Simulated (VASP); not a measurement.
A convergence study with VASP on TlBr (CsCl type): one setting is varied, all else stays as given below, so the limit is that of these other settings. ε∞ is the independent-particle value.

```xyz
2
Lattice="3.9900 0.0000 0.0000 0.0000 3.9900 0.0000 0.0000 0.0000 3.9900" Properties=species:S:1:pos:R:3 pbc="T T T"
Tl     0.0000     0.0000     0.0000
Br     1.9950     1.9950     1.9950
```

Calculation: PBE GGA, VASP's PBE PAW potentials (set 64) (plane waves; VASP 6.6.1). The tightest run used: 550 eV cut-off, 6×6×6 Γ-centred mesh, Gaussian smearing of 0.050 eV, potentials Tl_d Br.

```
setting      mean ε∞  bands
-----------  -------  -----
NBANDS = 11     4.14     11
NBANDS = 12     5.28     12
NBANDS = 14     6.12     14
```

### Question
These are the cheaper rows. Estimate the results at NBANDS = 138, and how far the last row shown lies from them.

### Answer

```json
[
 {"quantity": "mean ε∞", "tightest run": "6.62", "last row shown is off by": "-0.49"}
]
```

Left out are rungs that failed or repeat a setting and relaxations that didn't move; long series are thinned to 24 rows.

The compound is TlBr in the CsCl type structure. The cell was not relaxed at this level.
